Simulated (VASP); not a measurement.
Input:

```
WSi2
1.0
   -1.59957     1.61830     3.99223
    1.59957    -1.61830     3.99223
    1.59957     1.61830    -3.99223
Si W
2 1
Direct
  0.66500   0.66500   0.00000
  0.33500   0.33500   0.00000
  0.00000   0.03043   0.03043
```

All values below come from PBE GGA, VASP's PBE PAW potentials (set 64) (plane waves; VASP). Settings: 400 eV cut-off, KSPACING 0.3 per Å, first-order Methfessel-Paxton smearing of 0.10 eV, potentials Si W_sv.

Which forces act on the atoms, in eV/Å?

| atom | Fx | Fy | Fz |
|---|---|---|---|
| Si1 | 0.492 | 0.000 | 0.083 |
| Si2 | 0.492 | 0.000 | -0.083 |
| W3 | -0.984 | 0.000 | 0.000 |

Give the stress tensor in GPa (positive for a compressed cell).

```
 2.97   0.00   0.00
 0.00  -0.12   0.00
 0.00   0.00  -6.23
```
The pressure is its mean diagonal, -1.13 GPa.

The compound is WSi2 in the MoSi2 type structure. The cell was not relaxed at this level. The run is one of a series of settings (KGAMMA = .TRUE., KSPACING = 0.3, KPOINTS file removed against the base run), some of them coarse on purpose.
